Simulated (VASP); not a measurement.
Write the native input for VASP 6.6.1 that does the following.

```yaml
Task: relaxation of cell and atoms
Functional: PBE
Potentials_or_basis: VASP PAW PBE potentials, release 64 (In_d, W_sv, Se)
Cutoff: 520 eV
k_mesh: 4 × 4 × 2
Occupations: gaussian, width 0.15 eV
Spin: no spin polarisation
Further_INCAR_settings: PREC = Normal; LREAL = Auto; ALGO = Fast; EDIFF = 1e-05; ISYM = 0; IBRION = 2; EDIFFG = -0.03; NSW = 110; ISIF = 3
```

The structure of In2WSe3 lies in POSCAR:

```
In2WSe3
1.0
    3.5273287600     -0.0313214200      0.0001100600
   -3.5815790500      6.1202288800      0.0050912200
    0.0004882500      0.0133217300     15.0885867700
In W Se
4 2 6
Direct
    0.6240703900      0.1626502400      0.6439969100
    0.7089647400      0.6770275700      0.6365466500
    0.6751852200      0.1947993200      0.3687633900
    0.7241015800      0.6732057600      0.3742354000
    0.0260100500      0.0161000200      0.0034814000
    0.0497149400      0.4884821800      0.0003602600
    0.2870789700      0.3192873000      0.8985971700
    0.3527374800      0.8505113700      0.9106388900
    0.3294822400      0.3401523500      0.1029446900
    0.3388228700      0.8054812400      0.1018417400
    0.9815004600      0.9603108500      0.5040978500
    0.0594334700      0.5377927100      0.4950701400
```

The cell was built by a generator and needn't be a form met in nature.

One way to write it, as run:

INCAR

```
SYSTEM = In2WSe3
  ALGO = Fast
  EDIFF = 1E-5
  EDIFFG = -0.03
  ENCUT = 520
  GGA = PE
  IBRION = 2
  ISIF = 3
  ISMEAR = 0
  ISYM = 0
  KPAR = 4
  LASPH = .TRUE.
  LCHARG = .FALSE.
  LREAL = Auto
  LWAVE = .FALSE.
  NELM = 80
  NSW = 110
  PREC = Normal
  SIGMA = 0.15
```

KPOINTS

```
k-points
0
G
  4 4 2
  0 0 0
```

Potentials or basis: VASP PAW PBE potentials, release 64 (In_d, W_sv, Se).

Run with:

```console
$ cat potpaw_PBE.64/In_d/POTCAR potpaw_PBE.64/W_sv/POTCAR potpaw_PBE.64/Se/POTCAR > POTCAR
$ mpirun -np 4 vasp_std > vasp.out
```

It gave:

```json
{"Relaxed volume": "26.89 Å³/atom", "Relaxed cell": "a = 3.409 Å, b = 6.932 Å, c = 15.684 Å, α = 88.98°, β = 90.15°, γ = 119.48°", "Space group after relaxing (to 0.05 Å)": "Pc (No. 7)", "Energy gained by relaxing": "215.4 meV/atom", "Ionic steps": "35", "Pressure after relaxing": "0.1 GPa", "Largest force after relaxing": "0.025 eV/Å", "Band gap on the k mesh": "none (metal or under the smearing width)"}
```

Caveat: the k mesh is coarse (spacing up to 0.52 Å⁻¹), so the values aren't converged.

Run time: 18 min on 4 MPI ranks on Intel(R) Xeon(R) Platinum 8488C (Sapphire Rapids) (shared host), peak memory 0.46 GiB a rank.
